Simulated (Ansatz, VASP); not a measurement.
This is a calculation of LiCaF3 for VASP 6.6.1.

INCAR

```
ALGO     = Normal         # electronic algorithm
EDIFF    = 1E-7           # SCF threshold, eV
ENCUT    = 520            # plane-wave cutoff, eV
GGA      = PE             # functional
ISIF     = 2              # what is computed and relaxed
ISMEAR   = -1             # smearing method
LASPH    = True           # aspherical terms in the spheres
LCHARG   = True           # write CHGCAR
LELF     = True           # ELF
LREAL    = False          # projectors in reciprocal space
LVHAR    = True         
LWAVE    = False          # write WAVECAR
NBANDS   = 25             # bands
NELM     = 80             # most SCF steps
PREC     = Accurate       # precision mode
SIGMA    = 0.05           # smearing width, eV
```

File KPOINTS:

```
k-points
0
Gamma
  7 7 7
```

The input POSCAR:

```
LiCaF3
1.0
    3.7612440000      0.0000000000      0.0000000000
    0.0000000000      3.7612440000      0.0000000000
    0.0000000000      0.0000000000      3.7612440000
Ca F Li
1 3 1
Direct
    0.0110750000      0.0129230000     -0.0006680000
    0.5025600000      0.0058920000      0.4988120000
    0.4969350000      0.4927940000      0.0077590000
    0.0181100000      0.4918640000      0.5024320000
    0.5139370000      0.4960350000      0.5028420000
```

Potentials or basis: VASP PAW PBE potentials, release 64 (Ca_sv, F, Li_sv).

Run with:

```bash
$ cat potpaw_PBE.64/Ca_sv/POTCAR potpaw_PBE.64/F/POTCAR potpaw_PBE.64/Li_sv/POTCAR > POTCAR
$ mpirun -np 1 vasp_std > vasp.out
```

Set up the same calculation for Ansatz 0.2.0. Potentials there: Ansatz PAW.

As run (the cutoff follows the program's own potentials):

The input input.yaml:

```yaml
crystal:
  lattice:
    - [3.761244, 0.0, 0.0]
    - [0.0, 3.761244, 0.0]
    - [0.0, 0.0, 3.761244]
  atoms:
    - { symbol: Ca, position: [0.011075, 0.012923, -0.000668] }
    - { symbol: F, position: [0.50256, 0.005892, 0.498812] }
    - { symbol: F, position: [0.496935, 0.492794, 0.007759] }
    - { symbol: F, position: [0.01811, 0.491864, 0.502432] }
    - { symbol: Li, position: [0.513937, 0.496035, 0.502842] }
hamiltonian:
  xc: pbe
  pseudopotentials: { kind: paw }
kpoints:
  mp_grid: { grid: [7, 7, 7] }
scf:
  occupations: { method: fermi_dirac, width: 0.05 }
output:
  forces: true
  stress: true
  eigenvalues: true
```

Potentials or basis: Ansatz PAW.

The run is started by

```console
$ ansatz run input.yaml --threads 2 --pin off --max-ram 5120MiB --backend cpu --events-out ev --progress --plain --runs-dir out
```

Both were run:

|  | VASP | Ansatz | Ansatz less VASP |
| --- | --- | --- | --- |
| gap on the k mesh at the Fermi level (eV) | 6.54 | 6.54 | +0.006 |
| least direct gap on the mesh (eV) | 6.61 | 6.61 | +0.005 |
| rms of the force components (eV/Å) | 0.211 | 0.208 | -0.0025 |

Atom by atom the forces differ by 0.005 eV/Å (rms over components).

Caveats: an odd mesh through Γ misses points on the zone boundary, where band edges often lie (VASP); odd divisions of the mesh miss points on the zone boundary, where band edges often lie, so the gap on the mesh can be too wide (Ansatz).
